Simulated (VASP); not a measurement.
TiC (rock salt): computed properties

These are r2SCAN meta-GGA, VASP's PBE PAW potentials (set 64) (plane waves; VASP) values and carry that method's errors.

| Item | Value |
|---|---|
| space group | Fm-3m (225) |
| cell | a = b = c = 4.3326 Å, α = β = γ = 90.00° |
| volume per atom | 10.17 Å³/atom |
| band gap (over mesh and band path) | none (metal, semimetal or under 0.01 eV) |
| density | 4.89 g/cm³ |

```cif
data_CTi
_chemical_formula_sum 'Ti1 C1'
_space_group_name_H-M_alt 'P 1'
_space_group_IT_number 1
_cell_length_a 3.06358
_cell_length_b 3.06358
_cell_length_c 3.06358
_cell_angle_alpha 60.000
_cell_angle_beta 60.000
_cell_angle_gamma 60.000
loop_
_space_group_symop_operation_xyz
  'x, y, z'
loop_
_atom_site_label
_atom_site_type_symbol
_atom_site_fract_x
_atom_site_fract_y
_atom_site_fract_z
_atom_site_occupancy
Ti1 Ti 0.00000 0.00000 0.00000 1
C1 C 0.50000 0.50000 0.50000 1
```

Measured: a 4.330 Å (computed value off by +0.1 %), as given by Guo-Xu Zhang et al., New Journal of Physics (2018), doi:10.1088/1367-2630/aac7f0. The calculation is for a static lattice, while the measured a holds thermal and zero-point effects, which are part of the difference.

The compound is TiC in the rock salt structure. It was relaxed first. Symmetry was kept, so distortions that lower it aren't found.
